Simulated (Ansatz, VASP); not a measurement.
# One calculation of TlCd2Se2, two programs

INCAR

```
  ALGO = Normal
  EDIFF = 1E-6
  ENCUT = 520
  GGA = PE
  ISIF = 2
  ISMEAR = 0
  LASPH = T
  LCHARG = T
  LELF = T
  LREAL = F
  LVHAR = T
  LWAVE = F
  NBANDS = 32
  NELM = 60
  PREC = Accurate
  SIGMA = 0.0206
```

Contents of KPOINTS:

```
k-points
0
Gamma
  5 5 5
```

File POSCAR:

```
TlCd2Se2
1.0
    0.0000000000      4.1821410000      0.0000000000
    4.1821410000      0.0000000000      0.0000000000
    2.0910710000      2.0910710000     -7.4069110000
Tl Cd Se
1 2 2
Direct
    0.0000000000      0.0000000000      0.0000000000
    0.7500000000      0.2500000000      0.5000000000
    0.2500000000      0.7500000000      0.5000000000
    0.3600000000      0.3600000000      0.2800000000
    0.6400000000      0.6400000000      0.7200000000
```

Input for Ansatz:

```yaml
crystal:
  lattice:
    - [0.0, 4.182141, 0.0]
    - [4.182141, 0.0, 0.0]
    - [2.091071, 2.091071, -7.406911]
  atoms:
    - { symbol: Tl, position: [0.0, 0.0, 0.0] }
    - { symbol: Cd, position: [0.75, 0.25, 0.5] }
    - { symbol: Cd, position: [0.25, 0.75, 0.5] }
    - { symbol: Se, position: [0.36, 0.36, 0.28] }
    - { symbol: Se, position: [0.64, 0.64, 0.72] }
  symmetry: { tolerance: 0.0003 }
kpoints:
  mp_grid: { grid: [5, 5, 5], shift: [0, 0, 0] }
magnetization:
  spin_polarized: false
scf:
  occupations: { method: gaussian, width: 0.0206 }
hamiltonian:
  pseudopotentials: { kind: paw }
  xc: pbe
basis:
  ecutwfc: 420
output:
  forces: true
  stress: true
  eigenvalues: true
```

The cell was built by a generator and needn't be a form met in nature.

Alike in both runs: task single point; functional PBE; k mesh 5 × 5 × 5; occupations gaussian, width 0.0206 eV; no spin polarisation.

|  | VASP | Ansatz |
| --- | --- | --- |
| version | VASP 6.6.1 | Ansatz 0.2.0 |
| potentials or method | VASP PAW PBE potentials, release 64 (Tl_d, Cd, Se) | PAW plane waves |
| plane-wave cutoff (eV) | 520 | 420 |
| valence electrons in the cell | 49 | 85 |

```csv
,VASP,Ansatz,Ansatz less VASP
gap on the k mesh at the Fermi level (eV),none,none,-
pressure (GPa),8.7,8.3,-0.38
largest component of the traceless stress (GPa),1.82,1.79,-0.034
rms of the force components (eV/Å),0.613,0.580,-0.0322
```

Atom by atom the forces differ by 0.032 eV/Å (rms over components). A gap of «none» marks a metal or a gap that the smearing closes. With one functional, cell and mesh, what is left measures potentials, basis and numerics. The two sets of potentials don't hold the same shells in valence.

Caveats: forces of over 1 eV/Å show positions far from the minimum, so gaps and moduli don't describe the material at rest. The runs have no spin-orbit coupling, so splittings on Tl are missing.
